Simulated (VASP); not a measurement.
Data:

```xyz
2
Lattice="0.0000 2.3383 2.3383 2.3383 0.0000 2.3383 2.3383 2.3383 0.0000" Properties=species:S:1:pos:R:3 pbc="T T T"
Zr     0.0000     0.0000     0.0000
C      2.3383     2.3383     2.3383
```

All values below come from PBE GGA, VASP's PBE PAW potentials (set 64) (plane waves; VASP). Settings: 620 eV cut-off, 13×13×13 Γ-centred mesh, first-order Methfessel-Paxton smearing of 0.10 eV, potentials Zr_sv C.

Problem. The ions, cell shape and volume at an external pressure of 10.0 GPa are relaxed. Which structure does the run end with?

Solution. 
```xyz
2
Lattice="0.0000 2.3229 2.3229 2.3229 0.0000 2.3229 2.3229 2.3229 0.0000" Properties=species:S:1:pos:R:3 pbc="T T T"
Zr     0.0000     0.0000     0.0000
C      2.3229     2.3229     2.3229
```
Space group Fm-3m (225), at a tolerance of 0.03 Å.

Problem. How do energy and volume change from the first to the last step?

Solution. The energy (σ→0) changes by +11.6 meV/atom and the volume by -2.0 %, in 3 ionic steps.

The compound is ZrC in the rock salt structure. This run relaxes it under an external pressure of 10 GPa. Symmetry was kept, so distortions that lower it aren't found.
